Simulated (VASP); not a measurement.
An input for Quantum ESPRESSO's pw.x (written as the equivalent of a VASP run, and not itself run):

```
&CONTROL
  calculation = 'vc-relax'
  pseudo_dir = './pseudo'
  outdir = './out'
  tprnfor = .true.
  tstress = .true.
  nstep = 60
  forc_conv_thr = 0.00039
/
&SYSTEM
  ibrav = 0
  nat = 2
  ntyp = 2
  ecutwfc = 84
  occupations = 'smearing'
  smearing = 'methfessel-paxton'
  degauss = 0.00735
  input_dft = 'vdw-df-cx'
/
&ELECTRONS
  conv_thr = 7.3e-08
  electron_maxstep = 100
/
&IONS
/
&CELL
/
ATOMIC_SPECIES
  Zn 65.380 Zn.upf
  Au 196.967 Au.upf
CELL_PARAMETERS angstrom
     3.1500000    0.0000000    0.0000000
     0.0000000    3.1500000    0.0000000
     0.0000000    0.0000000    3.1500000
ATOMIC_POSITIONS crystal
  Zn   0.5000000  0.5000000  0.5000000
  Au   0.0000000  0.0000000  0.0000000
K_POINTS automatic
  10 10 10 0 0 0
```

Problem. Write the VASP files for the same calculation (vdW-DF-cx).

Solution. One answer among several that fit: 
### INCAR
```
! general
SYSTEM   = AuZn
PREC     = Accurate
ENCUT    = 520
LREAL    = .False.
LASPH    = .True.

! electronic loop
EDIFF    = 1E-6
NELM     = 100
ALGO     = Normal
LMAXMIX  = 6

! smearing
ISMEAR   = 1
SIGMA    = 0.1

! functional
GGA      = CX
LUSE_VDW = .True.
AGGAC    = 0.0

! ions
IBRION   = 2
NSW      = 60
ISIF     = 3
EDIFFG   = -0.01

! output
LWAVE    = .False.
LCHARG   = .False.
```

**KPOINTS**
```
Automatic mesh
0
Gamma
10 10 10
0 0 0
```

File POSCAR:
```
AuZn
1.0
  3.1500000000   0.0000000000   0.0000000000
  0.0000000000   3.1500000000   0.0000000000
  0.0000000000   0.0000000000   3.1500000000
Zn Au
1 1
Direct
  0.5000000000   0.5000000000   0.5000000000
  0.0000000000   0.0000000000   0.0000000000
```

POTCAR, in this order: Zn Au (PBE.64 set). Program: vasp_std.

Limits of the translation: the potentials are each code's own (VASP's PAW set, PseudoDojo norm-conserving files in pw.x), so ENCUT and ecutwfc are chosen apart and not converted; conv_thr bounds pw.x's estimated SCF error, while EDIFF bounds the energy change between steps; forc_conv_thr acts on force components and is met together with etot_conv_thr.

The compound is AuZn in the CsCl type structure. This run relaxes it. Symmetry was kept, so distortions that lower it aren't found.
